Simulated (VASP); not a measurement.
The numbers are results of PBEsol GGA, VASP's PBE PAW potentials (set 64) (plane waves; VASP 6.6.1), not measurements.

VASP input:

KPOINTS:
```
k-points along high-symmetry lines
12
Line-mode
Reciprocal
  0.000000   0.000000   0.000000 ! GAMMA
  0.000000   0.000000  -0.500000 ! T

  0.000000   0.000000  -0.500000 ! T
 -0.328125   0.328125  -0.500000 ! H_2

 -0.343750   0.328125  -0.187500 ! H_0
  0.000000   0.500000   0.500000 ! L

  0.000000   0.500000   0.500000 ! L
  0.000000   0.000000   0.000000 ! GAMMA

  0.000000   0.000000   0.000000 ! GAMMA
 -0.335938   0.335938   0.000000 ! S_0

 -0.335938   0.328125  -0.343750 ! S_2
 -0.500000   0.000000  -1.000000 ! F

 -0.500000   0.000000  -1.000000 ! F
  0.000000   0.000000   0.000000 ! GAMMA
```

### POSCAR
```
Li2Na2Cl4
1
    0.0000000000     2.6597365317     2.6597365317
    2.6597365317     0.0000000000     2.6597365317
   10.7267351146    10.7267351146    -0.0877889878
Na Cl Li
2 4 2
Direct
  0.0142074678   0.0142074678   0.9893443992
  0.9857925322   0.9857925322   0.2606556008
  0.5000000000   0.5000000000   0.1250000000
  0.4706135426   0.4706135426   0.3970398430
  0.5000000000   0.5000000000   0.6250000000
  0.5293864574   0.5293864574   0.8529601570
  0.9864832820   0.9864832820   0.5101375384
  0.0135167180   0.0135167180   0.7398624616
```

INCAR:
```
# general
SYSTEM = Li2Na2Cl4
PREC   = Accurate
ENCUT  = 520   # plane-wave cut-off (eV)
LREAL  = .False.   # projection in real space or not
LASPH  = .True.   # aspherical one-centre terms
ICHARG = 11   # fixed density

# electronic loop
EDIFF  = 1E-7   # SCF stop (eV)
NELM   = 100
ALGO   = Normal   # blocked Davidson

# smearing
ISMEAR = 0   # Gaussian
SIGMA  = 0.05

# functional
GGA    = PS   # PBEsol

# output
LWAVE  = .False.
LCHARG = .False.
LORBIT = 11   # lm-projected
```

POTCAR, in this order: Na_pv Cl Li_sv (PBE.64 set). Program: vasp_std. Read from the step before: CHGCAR.

What VASP printed:

File OSZICAR:
```
       N       E                     dE             d eps       ncg     rms          rms(c)
DAV:   1     0.479089677205E+03    0.47909E+03   -0.21692E+04  4880   0.174E+03
DAV:   2     0.314180257566E+02   -0.44767E+03   -0.43107E+03  6005   0.428E+02
DAV:   3    -0.229974914892E+02   -0.54416E+02   -0.53581E+02  7115   0.141E+02
DAV:   4    -0.265670475254E+02   -0.35696E+01   -0.35531E+01  8035   0.351E+01
DAV:   5    -0.269616349110E+02   -0.39459E+00   -0.39430E+00  7926   0.650E+00
DAV:   6    -0.269697956317E+02   -0.81607E-02   -0.81599E-02  7414   0.127E+00
DAV:   7    -0.269700042603E+02   -0.20863E-03   -0.20862E-03  7126   0.215E-01
DAV:   8    -0.269700140643E+02   -0.98040E-05   -0.98038E-05  8126   0.372E-02
DAV:   9    -0.269700145924E+02   -0.52805E-06   -0.52805E-06  6342   0.861E-03
DAV:  10    -0.269700146290E+02   -0.36570E-07   -0.36572E-07  5088   0.223E-03
   1 F= -.26970015E+02 E0= -.26970015E+02  d E =-.826279E-16
```

OUTCAR:
```
 val. band max:        0.0566365453   @ k =  -0.0305   0.0305   0.0000

 cond. band min:       5.4207643613   @ k =   0.0000   0.0000   0.0000



 k-point     1 :       0.0000    0.0000    0.0000
  band No.  band energies     occupation
      1     -42.7364      2.00000
      2     -42.7348      2.00000
      3     -20.7170      2.00000
      4     -20.6996      2.00000
      5     -20.6995      2.00000
      6     -20.6988      2.00000
      7     -20.6988      2.00000
      8     -20.6973      2.00000
      9     -13.0741      2.00000
     10     -12.8304      2.00000
     11     -12.8047      2.00000
     12     -12.5352      2.00000
     13      -2.4854      2.00000
     14      -1.4489      2.00000
     15      -1.4158      2.00000
     16      -0.2760      2.00000
     17      -0.2760      2.00000
     18      -0.1457      2.00000
     19      -0.1457      2.00000
     20      -0.1067      2.00000
     21      -0.1067      2.00000
     22       0.0182      2.00000
     23       0.0182      2.00000
     24       0.0516      2.00000
     25       5.4208      0.00000
     26       6.6125      0.00000
     27       6.7933      0.00000
     28       7.1484      0.00000
     29       9.5347      0.00000

 k-point     2 :       0.0000    0.0000   -0.0455
  band No.  band energies     occupation
      1     -42.7364      2.00000
      2     -42.7349      2.00000
      3     -20.7170      2.00000
      4     -20.6996      2.00000
      5     -20.6995      2.00000
      6     -20.6988      2.00000
      7     -20.6988      2.00000
      8     -20.6973      2.00000
      9     -13.0736      2.00000
     10     -12.8378      2.00000
     11     -12.7972      2.00000
     12     -12.5357      2.00000
     13      -2.4830      2.00000
     14      -1.5147      2.00000
     15      -1.3489      2.00000
     16      -0.2757      2.00000
     17      -0.2757      2.00000
     18      -0.1478      2.00000
     19      -0.1478      2.00000
     20      -0.1045      2.00000
...
```

The density is held fixed in this step, so its total energy and stress have no physical meaning.

The structure was generated: Li2Na2Cl4 was put into an ordered model structure (R-3m), which need not be its known phase. It was relaxed first.
